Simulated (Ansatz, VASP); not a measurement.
**W (W(100) film of 4 layers) in two plane-wave programs**

One calculation is typed for both programs; each brings its own data sets. How far apart do they land? The structure shown is the start of the Ansatz relaxation below; VASP solves that cell, so the two are compared at the walk's first step.

Program: Ansatz 0.2.0. Level of theory: plane waves, with VASP 6.6.1 beside it; single point at PBEsol. Results are calculated unless marked as measured.

## (1) The starting structure

The cell holds 4 atoms: 4 W. Its edges and angles: a = 3.160 Å, b = 3.160 Å, c = 33.280 Å, α = 90.0°, β = 90.0°, γ = 90.0°. It derives from W. Vacuum lies along c. The height across the vacuum is the one that the program set for its solve, not the one typed.

## (2) Ansatz: relaxation, PBEsol

Ansatz runs on its default PAW (the set named soft_2) files.

The two programs are compared at the cell with which this relaxation starts, whose forces are those of its first step.

File input.yaml:

```yaml
crystal:
  lattice:
    - [3.16, 0.0, 0.0]
    - [0.0, 3.16, 0.0]
    - [0.0, 0.0, 15.74]
  atoms:
    - { symbol: W, position: [0.0, 0.0, 0.34942821] }
    - { symbol: W, position: [0.5, 0.5, 0.4498094] }
    - { symbol: W, position: [0.0, 0.0, 0.5501906] }
    - { symbol: W, position: [0.5, 0.5, 0.65057179] }
  periodic: [true, true, false]
kpoints:
  mp_grid: { grid: [6, 6, 1] }
hamiltonian:
  xc: pbesol
scf:
  occupations: { method: gaussian, width: 0.1 }
output:
  forces: true
  stress: true
  eigenvalues: true
relax:
  adjacent_minimum: "off"
  f_tol: 0.05
  max_steps: 80
  cell: { stress_2d_tol: 0.02 }
```

On the command line:

```bash
$ ansatz run input.yaml --threads 4 --pin off --max-ram 16384MiB --backend cpu --events-out ev --progress --plain --runs-dir out
```

Numbers of over 12 decimals in the logs are rounded to 6 here.

The log of the run:

```text
Warning: crystal.periodic: the lattice vector that does not repeat stood 0.000° off the slab's normal, 15.740 Å along it as the deck builds it. The run solves the slab on a vector along the normal, 33.280 Å long, with every atom where it was (on the deck's vector they left 11.00 Å outside them, and the widest stretch free of ions among them is 1.58 Å). A fractional position that the run reports is one of the run's ce [...]
The last accepted step is kept in <dir> (removed where the run ends without a failure and the disk answers)
crystal.periodic: the lattice vector that does not repeat stood 0.000° off the slab's normal, 15.740 Å along it as the deck builds it. The run solves the slab on a vector along the normal, 33.280 Å long, with every atom where it was (on the deck's vector they left 11.00 Å outside them, and the widest stretch free of ions among them is 1.58 Å). A fractional position that the run reports is one of the run's cell, which [...]
Engine: ansatz 0.2.0, aarch64-unknown-linux-gnu
Pseudopotentials: kind: paw
Pseudopotential: W, paw, valence charge 14, recommended cutoff 420 eV (normal), W.paw.azcp
Functional definition: PBEsol
  exchange = pbesol_x
  correlation = pbesol_c
Crystal: 4 atoms, lattice volume = 332.321 Å³
Basis set: ecut = 420 eV, 6527 PW (Γ), exchange–correlation on 48×48×450 points (8 copies of the dense FFT grid, shifted against one another)
Bands: 34, of which v1, the nominal top of the filled ones, is band 28 counted from 1 (27 counted from 0)
Symmetry: 16 space group operations
Space group: P4/nmm (ITA 129), of the structure as read, at distance tolerance 6.9e-5 Å
k-points: 10 of 36
Non-local potential: W, projectors of the file, l = 0: 3, l = 1: 2, l = 2: 2, l = 3: 1
PAW form: soft (Blöchl's): semilocal exchange-correlation on the pseudo side does not see the compensation charge
PAW frozen core: W, regenerated for the run's functional, and the local potential with it (the file was generated under x = pbe(κ = 0.804, μ = 0.219515), c = pbe(β = 0.066725))
PAW one-centre angular grid: W, 590 points (default); XC on 64 Gauss nodes
Initial density: superposition of atomic densities (neutral atoms: chi_scale 0, normalization atom), corrected by the library's trained network
Initial wavefunctions: pseudopotential atomic-orbital guess
Functional: x = pbesol(κ = 0.804, μ = 0.123457), c = pbesol(β = 0.046)
SCF iter   1: F=—  HF=-41020.442314 eV  |F-HF|=—  |Δ(HF+E_count)|=         —  Δρ=4.66e-3  dr2=3.22e-1  ethr=1.77e-3  ⟨swp⟩=11.2  Hψ=2184  notcnv=0
preconditioner: auto → LDOS  [metal: Δε(μ)=0.102 eV  Ē_g=4.092 eV  σ=0.100 eV  W_gap=0.45  n_scr=40 (ndim 8)  ℏωp=10.0 eV  f_vac=0.723  D(μ)=1.79/eV (n_scr^D=10)  β→1.0]
[...]
preconditioner: auto → LDOS  [insulator: Δε(μ)=0.183 eV  Ē_g=4.397 eV  σ=0.100 eV  W_gap=0.79  n_scr=20 (ndim 8)  ℏωp=10.3 eV  f_vac=0.727  D(μ)=1.18/eV (n_scr^D=8)  ε∞_Penn≈6.5  β→1.0]
SCF iter   2: F=—  HF=-41020.984841 eV  |F-HF|=—  |Δ(HF+E_count)|=   7.00e-3  Δρ=2.25e-3  dr2=1.29e-1  ethr=4.27e-5  ⟨swp⟩=3.0  Hψ=603  notcnv=0  recentre
SCF iter   3: F=—  HF=-41020.976314 eV  |F-HF|=—  |Δ(HF+E_count)|=   8.53e-3  Δρ=6.42e-4  dr2=5.66e-3  ethr=4.27e-5  ⟨swp⟩=3.3  Hψ=609  notcnv=0
SCF iter   4: F=—  HF=-41020.975857 eV  |F-HF|=—  |Δ(HF+E_count)|=   4.57e-4  Δρ=1.15e-4  dr2=2.65e-4  ethr=1.01e-5  ⟨swp⟩=3.0  Hψ=581  notcnv=0  defer=1
SCF iter   5: F=—  HF=-41020.975758 eV  |F-HF|=—  |Δ(HF+E_count)|=   9.87e-5  Δρ=2.11e-5  dr2=9.47e-7  ethr=4.74e-7  ⟨swp⟩=4.1  Hψ=832  notcnv=0  defer=1
SCF iter   6: F=-41020.975760 eV  HF=-41020.975760 eV  |F-HF|=1.02e-7  |Δ(HF+E_count)|=   1.25e-6  Δρ=8.13e-6  dr2=2.84e-7  ethr=7.14e-10  ⟨swp⟩=15.4  Hψ=2397  notcnv=0
SCF 6 converged in 6 iterations: F = -41020.975760 eV  dr2 = 2.84e-7
relax step   6: F+E_penalty+E_count = -41020.97575970 eV  Δ(F+E_penalty+E_count) = -1.776e-3 eV  max|allowed force component| = 3.390e-2 eV/Å  Δτ_max = 0.0150 Å  P = +0.042 N/m  Ω = 310.762 Å³  energy of the carried Pulay correction = +1.357e-3 eV  fix = [c, alpha, beta]  reactions: c +0.000 N/m  (6 SCF iters, dr2 threshold 4.00e-7 eV, accepted)
[...]
relax step   7: F+E_penalty+E_count = -41020.97580536 eV  Δ(F+E_penalty+E_count) = -4.566e-5 eV  max|allowed force component| = 1.257e-3 eV/Å  Δτ_max = 0.0015 Å  P = +0.005 N/m  Ω = 310.855 Å³  energy of the carried Pulay correction = +1.351e-3 eV  fix = [c, alpha, beta]  reactions: c +0.000 N/m  (6 SCF iters, dr2 threshold 2.05e-9 eV, accepted)
[...]
relax step   8: F+E_penalty+E_count = -41020.97449359 eV  Δ(F+E_penalty+E_count) = +1.312e-3 eV  max|allowed force component| = 1.697e-3 eV/Å  Δτ_max = 0.0000 Å  P = +0.001 N/m  Ω = 310.855 Å³  fix = [c, alpha, beta]  reactions: c +0.000 N/m  stress off target by 1.15e-3 N/m on what of the cell is left free  SCF on the basis re-selected at this cell (its energy is not comparable with the rows above)  (8 SCF iters)
basis re-selected at this cell: Δ(F+E_penalty+E_count) = +1.312e-3 eV, ΔP = -0.003 N/m vs the last step (what re-selecting the basis moved, of the pressure what is left beyond the Pulay correction that the steps carried, after the strain that the cell walked since its last selection, with what the two solves' SCF thresholds leave and, on support functions, any second-order correction that the steps lacked; it is no m [...]
SCF converged after 8 iterations
Free energy (F): -41020.974494 eV
Harris-Foulkes:  -41020.974494 eV  (|F-HF|=3.49e-10)
Internal energy: -41020.968502 eV  (E = F + TS)
E sigma→0 (E₀):  -41020.971498 eV
Entropy (-TS):   -0.005992 eV (-1.498 meV/atom)
Fermi energy:    -4.174328 eV
--- Per-component energies (eV) ---
  E_band       = -1797.980738
  E_kinetic    = 1800.624546
  E_local      = -191984.319410  (includes V_loc(G=0)·N_el)
  E_nonlocal   = 19.548471
  E_hartree    = 94912.848300
  E_xc         = -1056.871445
  E_vxc        = -949.399055  (∫ρ·V_xc dr)
  E_paw        = -33745.909091  (= ΣΔE_a)
  E_vpaw       = -510.131662  (= ΣTr[D̂ρ^β])
  E_aug_tail   = -0.000247  (compensation charges beyond the density's cutoff)
  E_ewald      = 89032.223206
  E_core_change = 0.887169  (= ΣΔE_core)
  E_smearing   = -0.005992  (= −TS)
  E_closure    = -0.000000  (closes the sum)
  Σ components = -41020.974494   (vs F -41020.974494, Δ=0.00e0)
--- Forces (eV/Å), atoms counted from 1 ---
  atom   1  W      0.00000000     0.00000000    -0.00169710
  atom   2  W     -0.00000000     0.00000000     0.00131997
  atom   3  W      0.00000000     0.00000000    -0.00131997
  atom   4  W      0.00000000     0.00000000     0.00169710
  max |Σ_I F_I| component: 0.00e0 eV/Å
--- 2D stress c σ (N/m, compression-positive) ---
        0.001152      -0.000000      -0.000000
       -0.000000       0.001152       0.000000
       -0.000000       0.000000       0.000000
  P = ½ c Tr σ = 0.0012 N/m
--- Band table (eV; the first three rows and the last of 10) ---
  k-point 0: bands = [... 24 lower, -5.0815, -4.7213, -4.3771, -4.3642, -4.2516, -4.2516, -3.1993, -2.8746, ... 2 higher]
  k-point 1: bands = [... 24 lower, -5.4437, -5.0124, -4.8297, -4.0628, -3.9851, -3.9141, -3.5992, -2.8871, ... 2 higher]
  k-point 2: bands = [... 24 lower, -5.4241, -5.3868, -4.7148, -4.6499, -4.5318, -3.6494, -2.6890, -2.4972, ... 2 higher]
  k-point 9: bands = [... 24 lower, -5.3121, -5.3121, -2.2553, -2.2553, -1.7937, -1.7937, -1.1166, -1.1166, ... 2 higher]
--- Relaxed structure (7 steps of the walk, 7 accepted, 1 SCFs on fresh bases) ---
  F+E_penalty+E_count = -41020.97449359 eV   max|allowed force component| = 1.697e-3 eV/Å   (the final SCF, on the basis selected at the relaxed cell)
  cell:  # Å, volume = 310.8554 Å³
    - [3.056241, 0, 0]
    - [0, 3.056241, 0]
    - [0, 0, 33.2799998984]
  atoms:
    - { symbol: W, position: [0, 0, 0.166455] }
    - { symbol: W, position: [0.500000, 0.500000, 0.210983] }
    - { symbol: W, position: [0, 0, 0.261974] }
    - { symbol: W, position: [0.500000, 0.500000, 0.306502] }
```

## (3) VASP: single point, PBEsol, start cell, pair 1

The same cell, functional, mesh and smearing now go to VASP, with its own data sets.

Lines of VASP's logs that name or quote its potential files are left out, and so is its time.

File INCAR:

```
SYSTEM = W
PREC = Accurate
ENCUT = 520
EDIFF = 1E-06
NELM = 120
ISMEAR = 0
SIGMA = 0.1
LREAL = .FALSE.
ALGO = Normal
GGA = PS
NBANDS = 18
LASPH = .TRUE.
LORBIT = 11
LWAVE = .FALSE.
LCHARG = .FALSE.
ISIF = 2
LDIPOL = .TRUE.
IDIPOL = 3
DIPOL = 0.5 0.5 0.236
LVHAR = .TRUE.
GGA_COMPAT = .FALSE.
NELMDL = -8
KPAR = 2
```

File POSCAR:

```
W
1.0
    3.1600000000      0.0000000000      0.0000000000
    0.0000000000      3.1600000000      0.0000000000
    0.0000000000      0.0000000000     33.2800000000
W
4
Direct
    0.0000000000      0.0000000000      0.1652644231
    0.5000000000      0.5000000000      0.2127403846
    0.0000000000      0.0000000000      0.2602163462
    0.5000000000      0.5000000000      0.3076923077
```

File KPOINTS:

```
Automatic mesh
0
Gamma
6 6 1
0 0 0
```

Potentials, in the order of the species: W (PBE family, release 64).

On the command line:

```bash
$ mpirun -np 2 vasp_std
```

The log of the run:

```text
[banner, memory and clock lines left out]
running    2 mpi-ranks, on    1 nodes
 distrk:  each k-point on    1 cores,    2 groups
 distr:  one band on    1 cores,    1 groups

 POSCAR found type information on POSCAR W
 POSCAR found :  1 types and       4 ions
|                                                                             |
|               ----> ADVICE to this user running VASP <----                  |
|                                                                             |
|     You enforced a specific xc type in the INCAR file but a different       |
|     [... a line on the potential file left out ...]
|     I HOPE YOU KNOW WHAT YOU ARE DOING!                                     |
|                                                                             |

 LDA part: xc-table for (Slater+PW92), standard interpolation
 POSCAR, INCAR and KPOINTS ok, starting setup
 FFT: planning ... GRIDC
 FFT: planning ... GRID_SOFT
 FFT: planning ... GRID
 WAVECAR not read
 entering main loop
       N       E                     dE             d eps       ncg     rms          rms(c)
DAV:   1     0.132038862367E+03    0.13204E+03   -0.76085E+03   360   0.953E+02
DAV:   2    -0.326065112523E+02   -0.16465E+03   -0.15603E+03   572   0.175E+02
DAV:   3    -0.531805454468E+02   -0.20574E+02   -0.19970E+02   438   0.713E+01
DAV:   4    -0.542238392147E+02   -0.10433E+01   -0.10165E+01   596   0.161E+01
DAV:   5    -0.542558285113E+02   -0.31989E-01   -0.31522E-01   576   0.239E+00
DAV:   6    -0.542565379101E+02   -0.70940E-03   -0.70814E-03   620   0.342E-01
DAV:   7    -0.542565717304E+02   -0.33820E-04   -0.33789E-04   568   0.528E-02
DAV:   8    -0.542565725873E+02   -0.85693E-06   -0.85676E-06   548   0.843E-03    0.355E+01
DAV:   9    -0.521422445157E+02    0.21143E+01   -0.33734E+01   562   0.231E+01    0.188E+01
DAV:  10    -0.595027590552E+02   -0.73605E+01   -0.10545E+02   584   0.466E+01    0.175E+01
DAV:  11    -0.494600065170E+02    0.10043E+02   -0.81842E+01   564   0.331E+01    0.257E+00
DAV:  12    -0.496065686830E+02   -0.14656E+00   -0.21619E+00   492   0.811E+00    0.225E+00
DAV:  13    -0.495861670725E+02    0.20402E-01   -0.13759E-01   570   0.175E+00    0.169E+00
DAV:  14    -0.495805937373E+02    0.55733E-02   -0.65385E-03   582   0.447E-01    0.131E+00
[...]
DAV:  21    -0.495690958583E+02   -0.11722E-03   -0.19499E-04   604   0.741E-02    0.806E-02
DAV:  22    -0.495691653170E+02   -0.69459E-04   -0.28362E-05   546   0.317E-02    0.367E-02
DAV:  23    -0.495692027193E+02   -0.37402E-04   -0.15073E-05   580   0.182E-02    0.553E-03
DAV:  24    -0.495692230656E+02   -0.20346E-04   -0.18502E-06   314   0.650E-03    0.920E-03
DAV:  25    -0.495692304159E+02   -0.73503E-05   -0.50028E-07   270   0.330E-03    0.816E-03
DAV:  26    -0.495692335324E+02   -0.31165E-05   -0.16646E-07   246   0.248E-03    0.559E-03
DAV:  27    -0.495692367783E+02   -0.32459E-05   -0.68269E-07   270   0.439E-03    0.336E-03
DAV:  28    -0.495692371853E+02   -0.40703E-06   -0.11090E-07   216   0.280E-03
   1 F= -.49569237E+02 E0= -.49562189E+02  d E =-.140971E-01
```

OUTCAR, selected parts (step 3):

```text
ion  position               nearest neighbor table
   1  0.000  0.000  0.165-   2 2.74   2 2.74   2 2.74   2 2.74   3 3.16
   2  0.500  0.500  0.213-   1 2.74   1 2.74   1 2.74   1 2.74   3 2.74   3 2.74   3 2.74   3 2.74
                             4 3.16
   3  0.000  0.000  0.260-   4 2.74   4 2.74   4 2.74   4 2.74   2 2.74   2 2.74   2 2.74   2 2.74
                             1 3.16
   4  0.500  0.500  0.308-   3 2.74   3 2.74   3 2.74   3 2.74   2 3.16

  LATTYP: Found a simple tetragonal cell.
 ALAT       =     3.1600000000
 C/A-ratio  =    10.5316455696

 Subroutine GETGRP returns: Found 16 space group operations
 (whereof  8 operations were pure point group operations)

The static configuration has the point symmetry C_4v.
 The point group associated with its full space group is D_4h.

 Found     10 irreducible k-points:

   k-points           NKPTS =     10   k-points in BZ     NKDIM =     10   number of bands    NBANDS=     18

   dimension x,y,z NGX =    24 NGY =   24 NGZ =  250
   dimension x,y,z NGXF=    48 NGYF=   48 NGZF=  500

   ENCUT  =  520.0 eV  38.22 Ry    6.18 a.u.   5.88  5.88 61.88*2*pi/ulx,y,z

   NELECT =      24.0000    total number of electrons

 k-points in reciprocal lattice and weights: Automatic mesh
   0.00000000  0.00000000  0.00000000       0.028
   0.16666667  0.00000000  0.00000000       0.111
   0.33333333  0.00000000  0.00000000       0.111
   0.50000000  0.00000000  0.00000000       0.056
   0.16666667  0.16666667  0.00000000       0.111
   0.33333333  0.16666667  0.00000000       0.222
   0.50000000  0.16666667  0.00000000       0.111
   0.33333333  0.33333333  0.00000000       0.111
   0.50000000  0.33333333  0.00000000       0.111
   0.50000000  0.50000000  0.00000000       0.028

 dipolmoment           0.000000      0.000000     -0.000004 electrons x Angstroem

 average (electrostatic) potential at core
       1 -47.1359       2 -47.1036       3 -47.1036       4 -47.1359

 E-fermi :  -1.9665

 k-point     1 :       0.0000    0.0000    0.0000
  band No.  band energies     occupation
    ...
     10      -2.3858      2.00000
     11      -2.3757      2.00000
     12      -2.1772      1.99712
     13      -2.1772      1.99712
     14      -2.0793      1.88938
     15      -0.7990      0.00000
     16      -0.6761      0.00000
     17      -0.6761      0.00000
     18      -0.5691      0.00000

 k-point     2 :       0.1667    0.0000    0.0000
  band No.  band energies     occupation
    ...
      7      -3.4528      2.00000
      8      -3.3960      2.00000
      9      -3.2392      2.00000
     10      -2.7324      2.00000
     11      -2.5205      2.00000
     12      -1.8073      0.02440
     13      -1.7121      0.00032
     14      -1.7007      0.00017
     15      -1.4638      0.00000
     16      -0.3709      0.00000
    ...

 k-point     3 :       0.3333    0.0000    0.0000
  band No.  band energies     occupation
    ...
      9      -3.0252      2.00000
     10      -2.9831      2.00000
     11      -2.5157      2.00000
     12      -2.1986      1.99897
     13      -2.0775      1.88369
     14      -1.0175      0.00000
     15      -0.9935      0.00000
     16      -0.6157      0.00000
     17      -0.1393      0.00000
     18      -0.1253      0.00000

  Total      -11.1861058    -11.1861058     -7.3366645      0.0000000      0.0000000      0.0000000
  in kB      -53.9301988    -53.9301988    -35.3713601      0.0000000      0.0000000      0.0000000
  external PRESSURE =     -47.7439192 kB  Pullay stress =       0.0000000 kB

  energy-cutoff  :      520.00
  volume of cell :      332.32
      direct lattice vectors                 reciprocal lattice vectors
     3.160000000  0.000000000  0.000000000     0.316455696  0.000000000  0.000000000
     0.000000000  3.160000000  0.000000000     0.000000000  0.316455696  0.000000000
     0.000000000  0.000000000 33.280000000     0.000000000  0.000000000  0.030048077

 POSITION                                       TOTAL-FORCE (eV/Angst)
 -----------------------------------------------------------------------------------
      0.00000      0.00000      5.50000         0.000000      0.000000      2.236373
      1.58000      1.58000      7.08000        -0.000000     -0.000000     -2.084110
      0.00000      0.00000      8.66000         0.000000      0.000000      2.084110
      1.58000      1.58000     10.24000         0.000000     -0.000000     -2.236373
 -----------------------------------------------------------------------------------
    total drift:                               -0.000000      0.000000     -0.000048

  FREE ENERGIE OF THE ION-ELECTRON SYSTEM (eV)
  ---------------------------------------------------
  free  energy   TOTEN  =       -49.5692371853 eV

  energy  without entropy=      -49.5551401148  energy(sigma->0) =      -49.56218865

 vacuum level on the upper side and lower side of the slab         2.294         2.294

 total charge
# of ion       s       p       d       tot
------------------------------------------
    1        0.621   0.377   4.027   5.026
    2        0.676   0.677   4.169   5.522
    3        0.676   0.677   4.169   5.522
    4        0.621   0.377   4.027   5.026
--------------------------------------------------
tot          2.595   2.108  16.393  21.096

[... 3 further parts left out ...]
```

The data set W keeps the semicore shell frozen, which is cheaper and a little less accurate.

## (4) Differences

Known differences besides the potentials themselves: Ansatz cuts the interaction across the vacuum, VASP repeats the sheet with a dipole correction; the data sets hold 56 valence electrons in Ansatz (on its default PAW (the set named soft_2) files) and 24 in VASP; the cutoff is 420 eV in Ansatz and 520 eV in VASP; Ansatz makes its cores anew for this functional, VASP keeps those of its PBE data sets. Total energies have different zeros and are not compared.

Forces (eV/Å; atoms numbered as in POSCAR):

```tsv
atom	Ansatz x, y, z	VASP x, y, z
W1	0.000, 0.000, 2.024	0.000, 0.000, 2.236
W2	0.000, 0.000, -2.051	0.000, 0.000, -2.084
W3	0.000, 0.000, 2.051	0.000, 0.000, 2.084
W4	0.000, 0.000, -2.024	0.000, 0.000, -2.236
```

The forces differ by 88 meV/Å r.m.s., which is 7.0 % of the r.m.s. force of 1.248 eV/Å (both taken over all components). With vacuum in the cell, a pressure given here is an average over mostly empty space and none of the material.

[end of part 1 of 2]

[Lines on the potential files, build, host, timing and source positions are cut from VASP's logs without a mark.]

[Logs are printed without paths, hosts, clocks, repeated set-up lines and the standing remarks that a program may print on its own settings, such as how far it seeks lower states.]

[Hosts, paths, dates, database ids (printed as entryN), source tags and the programs' standing remarks are cut or masked in the printed files.]
